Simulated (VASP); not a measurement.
Data:

```xyz
2
Lattice="0.0000 3.0957 3.0957 3.0957 0.0000 3.0957 3.0957 3.0957 0.0000" Properties=species:S:1:pos:R:3 pbc="T T T"
Cd     6.1913     6.1913     6.1913
Se     1.5478     1.5478     1.5478
```

Calculation: PBE GGA, VASP's PBE PAW potentials (set 64) (plane waves; VASP). Run with 400 eV cut-off, 17×17×17 Γ-centred mesh, Gaussian smearing of 0.010 eV, potentials Cd Se.

Task: What does the run give for the energy per atom (σ→0), band gap (on the k-mesh) with the smallest direct gap where there is one?

Result: 
* **band gap (on the k-mesh)**: 0.50 eV
* **smallest direct gap (on the k-mesh)**: 0.50 eV
* **energy per atom (σ→0)**: -2.749 eV/atom

The absolute energy has meaning only against runs of the same code, potentials and settings.

The compound is CdSe in the zinc blende structure, whereas wurtzite is the usual form. It was relaxed first, which changed the volume by +7 %.
